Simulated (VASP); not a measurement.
Wanted: the native input for a VASP 6.6.1 run.

```yaml
Task: relaxation of cell and atoms
Functional: PBE
Potentials_or_basis: VASP PAW PBE potentials, release 64 (W_sv)
Cutoff: 350 eV
k_mesh: 18 × 18 × 18
Occupations: gaussian, width 0.1 eV
Spin: no spin polarisation
Further_INCAR_settings: ALGO = Fast; EDIFF = 1e-07; IBRION = 2; EDIFFG = -0.002; NSW = 80; ISIF = 3
```

The structure of W lies in POSCAR:

```
W
1.0
   -1.5823450000      1.5823450000      1.5823450000
    1.5823450000     -1.5823450000      1.5823450000
    1.5823450000      1.5823450000     -1.5823450000
W
1
Direct
    0.0000000000      0.0000000000      0.0000000000
```

These files were run (other wordings do the same):

INCAR

```
ALGO     = Fast           # electronic algorithm
EDIFF    = 1E-7           # SCF threshold, eV
EDIFFG   = -0.002         # ionic threshold
ENCUT    = 350            # plane-wave cutoff, eV
GGA      = PE             # functional
IBRION   = 2              # ionic algorithm
ISIF     = 3              # what is computed and relaxed
ISMEAR   = 0              # smearing method
LASPH    = T              # aspherical terms in the spheres
LCHARG   = F              # write CHGCAR
LREAL    = F              # projectors in reciprocal space
LWAVE    = F              # write WAVECAR
NELM     = 80             # most SCF steps
NSW      = 80             # ionic steps
PREC     = Accurate       # precision mode
SIGMA    = 0.1            # smearing width, eV
```

KPOINTS

```
k-points
0
Gamma
  18 18 18
```

Potentials or basis: VASP PAW PBE potentials, release 64 (W_sv).

The run is started by

```sh
$ cat potpaw_PBE.64/W_sv/POTCAR > POTCAR
$ mpirun -np 1 vasp_std > vasp.out
```

Results of the run:

```yaml
Relaxed_volume: 16.14 Å³/atom
Relaxed_cell: a = 2.757 Å, b = 2.757 Å, c = 2.757 Å, α = 109.47°, β = 109.47°, γ = 109.47°
Space_group_after_relaxing_to_0.05_Å: Im-3m (No. 229)
Energy_gained_by_relaxing: 5.2 meV/atom
Ionic_steps: 4
Pressure_after_relaxing: 0.0 GPa
Band_gap_on_the_k_mesh: none (metal or under the smearing width)
```

Run time: 56 s on 1 thread of AMD EPYC 7R13 Processor (Zen 3) (shared host), peak memory 0.11 GiB.
